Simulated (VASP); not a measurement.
Data:

```
CELL_PARAMETERS angstrom
      3.68036    -1.88000     0.00000
      3.68036     1.88000     0.00000
      2.72002     0.00000     3.11142
ATOMIC_POSITIONS crystal
  As 0.22700 0.22700 0.22700
  As 0.77300 0.77300 0.77300
```

Computed with r2SCAN+rVV10, VASP's PBE PAW potentials (set 64) (plane waves; VASP). Run with 520 eV cut-off, 11×11×11 Γ-centred mesh, first-order Methfessel-Paxton smearing of 0.10 eV, potentials As.

The ions, cell shape and volume are relaxed. Which structure does the run end with?

```
CELL_PARAMETERS angstrom
      3.70448    -1.88604     0.00379
      3.70448     1.88604     0.00379
      2.74105     0.00000     3.12521
ATOMIC_POSITIONS crystal
  As 0.22662 0.22662 0.22662
  As 0.77338 0.77338 0.77338
```
Space group R-3m (166), at a tolerance of 0.03 Å.

How do energy and volume change from the first to the last step?

The energy (σ→0) changes by -0.6 meV/atom and the volume by +1.3 %, in 8 ionic steps.

```csv
step,E(σ→0) (eV),max force (eV/Å),pressure (GPa),volume (Å³)
1,-29.1930,0.028,0.81,43.06
2,-29.1934,0.093,-0.52,43.74
3,-29.1940,0.042,0.03,43.44
4,-29.1940,0.043,0.04,43.45
5,-29.1941,0.017,0.02,43.50
6,-29.1941,0.000,0.01,43.54
7,-29.1942,0.001,0.01,43.56
8,-29.1942,0.002,0.02,43.63
```

The compound is As in the a7 structure. This run relaxes it. Symmetry was kept, so distortions that lower it aren't found.
